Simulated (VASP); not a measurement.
Here is a VASP 6.6.1 calculation.

INCAR

```
ALGO = Normal
EDIFF = 1E-7
EDIFFG = -0.01
ENCUT = 300
GGA = PE
IBRION = 2
ISIF = 2
ISMEAR = 0
LASPH = True
LCHARG = False
LREAL = False
LWAVE = False
NELM = 80
NSW = 40
PREC = Accurate
SIGMA = 0.03
```

KPOINTS

```
k-points
0
Gamma
  5 5 5
```

File POSCAR:

```
HgTe                                    
1.0
    0.0000000000      3.2549310343      3.2549310343
    3.2549310343     -0.0000000000      3.2549310343
    3.2549310343      3.2549310343     -0.0000000000
  Hg              Te            
     1     1
Direct
     1.0000000000000000    1.0000000000000000    1.0000000000000000
     0.2500000000000000    0.2500000000000000    0.2500000000000000
```

Potentials or basis: VASP PAW PBE potentials, release 64 (Hg, Te).

Command:

```console
$ cat potpaw_PBE.64/Hg/POTCAR potpaw_PBE.64/Te/POTCAR > POTCAR
$ mpirun -np 1 vasp_std > vasp.out
```

Estimate the band gap on the k mesh.

none (metal or under the smearing width).

Final structure:
```cif
data_structure
_symmetry_space_group_name_H-M 'P 1'
_symmetry_Int_Tables_number 1
_cell_length_a 4.6032
_cell_length_b 4.6032
_cell_length_c 4.6032
_cell_angle_alpha 60.000
_cell_angle_beta 60.000
_cell_angle_gamma 60.000
_cell_volume 68.97
loop_
_atom_site_label
_atom_site_type_symbol
_atom_site_fract_x
_atom_site_fract_y
_atom_site_fract_z
_atom_site_occupancy
Hg1 Hg 0.00000 0.00000 0.00000 1
Te1 Te 0.25000 0.25000 0.25000 1
```

Caveat: the relaxation stopped at its first step, so nothing moved. Spin-orbit coupling is left out, which matters for the levels of Hg, Te.
